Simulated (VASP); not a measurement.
Computed with r2SCAN meta-GGA, VASP's PBE PAW potentials (set 64) (plane waves; VASP).

Input for VASP

**INCAR**
```
SYSTEM = CdS
ENCUT = 480   # plane-wave cut-off (eV)
LCHARG = F
IBRION = 2
PREC = Accurate
NSW = 60   # most ionic steps
ALGO = Normal   # blocked Davidson
LMAXMIX = 4   # l cut-off of mixed one-centre charges
EDIFF = 1E-6   # SCF stop (eV)
LMIXTAU = T
LREAL = F   # projection in real space or not
ISIF = 3   # ions, shape and volume
LASPH = T   # aspherical one-centre terms
NELM = 100   # most electronic steps
ISMEAR = 0   # Gaussian
SIGMA = 0.05   # width (eV)
METAGGA = R2SCAN
EDIFFG = -0.01   # ionic stop
LWAVE = F
```

### KPOINTS
```
Automatic mesh
0
Gamma
 7 7 7
```

**POSCAR**
```
CdS
1
    0.0000000000     2.9100000000     2.9100000000
    2.9100000000     0.0000000000     2.9100000000
    2.9100000000     2.9100000000     0.0000000000
Cd S
1 1
Direct
  0.0000000000   0.0000000000   0.0000000000
  0.7500000000   0.7500000000   0.7500000000
```

POTCAR, in this order: Cd S (PBE.64 set). Program: vasp_std.

What VASP printed:

File OSZICAR:
```
       N       E                     dE             d eps       ncg     rms          rms(c)
DAV:   1     0.794958033662E+02    0.79496E+02   -0.88422E+03   544   0.121E+03
DAV:   2    -0.302127901949E+02   -0.10971E+03   -0.10472E+03   605   0.292E+02
DAV:   3    -0.348212952991E+02   -0.46085E+01   -0.45945E+01   605   0.634E+01
DAV:   4    -0.348532556706E+02   -0.31960E-01   -0.31957E-01   585   0.520E+00
DAV:   5    -0.348536991919E+02   -0.44352E-03   -0.44352E-03   615   0.592E-01    0.832E+00
DAV:   6    -0.294902064111E+02    0.53635E+01   -0.41236E+00   520   0.341E+01    0.983E+00
DAV:   7    -0.295914637441E+02   -0.10126E+00   -0.48450E-01   520   0.912E+00    0.558E+00
DAV:   8    -0.294772396436E+02    0.11422E+00   -0.40566E-01   520   0.602E+00    0.131E+00
DAV:   9    -0.296266496875E+02   -0.14941E+00   -0.23166E-01   520   0.457E+00    0.710E-01
DAV:  10    -0.296711070749E+02   -0.44457E-01   -0.20540E-02   530   0.134E+00    0.307E-01
DAV:  11    -0.296709701552E+02    0.13692E-03   -0.62436E-03   550   0.917E-01    0.197E-01
DAV:  12    -0.296725813943E+02   -0.16112E-02   -0.19551E-03   530   0.442E-01    0.132E-01
DAV:  13    -0.296730813185E+02   -0.49992E-03   -0.12511E-03   520   0.418E-01    0.400E-02
DAV:  14    -0.296733926476E+02   -0.31133E-03   -0.94277E-05   540   0.961E-02    0.673E-03
DAV:  15    -0.296734154670E+02   -0.22819E-04   -0.17475E-05   575   0.425E-02    0.643E-03
DAV:  16    -0.296734141359E+02    0.13311E-05   -0.36974E-06   530   0.197E-02    0.522E-03
DAV:  17    -0.296734167223E+02   -0.25864E-05   -0.10286E-06   370   0.114E-02    0.330E-03
DAV:  18    -0.296734172313E+02   -0.50906E-06   -0.62229E-07   360   0.101E-02
   1 F= -.29673417E+02 E0= -.29673417E+02  d E =-.296734E+02
       N       E                     dE             d eps       ncg     rms          rms(c)
DAV:   1    -0.300547565705E+02   -0.38134E+00   -0.84332E+00   540   0.414E+01    0.538E+00
DAV:   2    -0.297036261562E+02    0.35113E+00   -0.82888E-01   535   0.147E+01    0.194E+00
DAV:   3    -0.296852543027E+02    0.18372E-01   -0.76376E-02   520   0.399E+00    0.171E+00
DAV:   4    -0.296600518632E+02    0.25202E-01   -0.46451E-02   520   0.213E+00    0.478E-01
DAV:   5    -0.296813329180E+02   -0.21281E-01   -0.16099E-02   520   0.149E+00    0.216E-01
DAV:   6    -0.296732054342E+02    0.81275E-02   -0.95208E-03   520   0.114E+00    0.995E-02
DAV:   7    -0.296823952988E+02   -0.91899E-02   -0.39933E-03   520   0.785E-01    0.519E-02
DAV:   8    -0.296821438071E+02    0.25149E-03   -0.64320E-05   560   0.964E-02    0.247E-02
DAV:   9    -0.296823563376E+02   -0.21253E-03   -0.32160E-04   520   0.216E-01    0.151E-02
DAV:  10    -0.296824307679E+02   -0.74430E-04   -0.38591E-05   520   0.825E-02    0.991E-03
DAV:  11    -0.296824306676E+02    0.10033E-06   -0.98389E-07   394   0.872E-03
   2 F= -.29682431E+02 E0= -.29682431E+02  d E =-.901344E-02
       N       E                     dE             d eps       ncg     rms          rms(c)
DAV:   1    -0.297239378225E+02   -0.41507E-01   -0.85119E-01   550   0.127E+01    0.153E+00
DAV:   2    -0.296867827701E+02    0.37155E-01   -0.94841E-02   535   0.507E+00    0.540E-01
DAV:   3    -0.296846694040E+02    0.21134E-02   -0.79863E-03   525   0.123E+00    0.456E-01
DAV:   4    -0.296828264688E+02    0.18429E-02   -0.44081E-03   520   0.645E-01    0.134E-01
DAV:   5    -0.296844987412E+02   -0.16723E-02   -0.18489E-03   520   0.508E-01    0.647E-02
DAV:   6    -0.296840293578E+02    0.46938E-03   -0.10473E-03   520   0.383E-01    0.385E-02
DAV:   7    -0.296847687952E+02   -0.73944E-03   -0.23107E-04   520   0.191E-01    0.139E-02
DAV:   8    -0.296847490339E+02    0.19761E-04   -0.30073E-06   590   0.159E-02    0.120E-02
DAV:   9    -0.296847973597E+02   -0.48326E-04   -0.35308E-05   520   0.724E-02    0.278E-03
DAV:  10    -0.296847996628E+02   -0.23030E-05   -0.16690E-06   480   0.162E-02    0.309E-03
DAV:  11    -0.296847993037E+02    0.35908E-06   -0.39784E-07   260   0.928E-03
   3 F= -.29684799E+02 E0= -.29684799E+02  d E =-.113821E-01
```

### OUTCAR
```
------------------------ aborting loop because EDIFF is reached ----------------------------------------
  FORCE on cell =-STRESS in cart. coord.  units (eV):
  Direction    XX          YY          ZZ          XY          YZ          ZX
  --------------------------------------------------------------------------------------
  Total        0.0001414      0.0001414      0.0001414     -0.0000000     -0.0000000     -0.0000000
  in kB        0.0044444      0.0044444      0.0044444     -0.0000000     -0.0000000     -0.0000000
  external PRESSURE =       0.0044444 kB  Pullay stress =       0.0000000 kB
  volume of cell :       50.97
      direct lattice vectors                 reciprocal lattice vectors
    -0.000000000  2.942777700  2.942777700    -0.169907499  0.169907499  0.169907499
     2.942777700  0.000000000  2.942777700     0.169907499 -0.169907499  0.169907499
     2.942777700  2.942777700  0.000000000     0.169907499  0.169907499 -0.169907499
  FREE ENERGIE OF THE ION-ELECTRON SYSTEM (eV)
  ---------------------------------------------------
  free  energy   TOTEN  =       -29.6847993037 eV

  energy  without entropy=      -29.6847993037  energy(sigma->0) =      -29.68479930

 reached required accuracy - stopping structural energy minimisation
```
(Selected blocks of OUTCAR.)

### CONTCAR
```
CdS
   1.00000000000000
    -0.0000000000000000    2.9427776999880733    2.9427776999880733
     2.9427776999880733    0.0000000000000000    2.9427776999880733
     2.9427776999880733    2.9427776999880733    0.0000000000000000
  Cd              S
     1     1
Direct
     0.0000000000000000    0.0000000000000000    0.0000000000000000
     0.7500000000000000    0.7500000000000000    0.7500000000000000
```

Energy and stress use the plane-wave basis of the starting cell.

The compound is CdS in the zinc blende structure, a metastable form; wurtzite is the usual one. This run relaxes it. Symmetry was kept, so distortions that lower it aren't found.
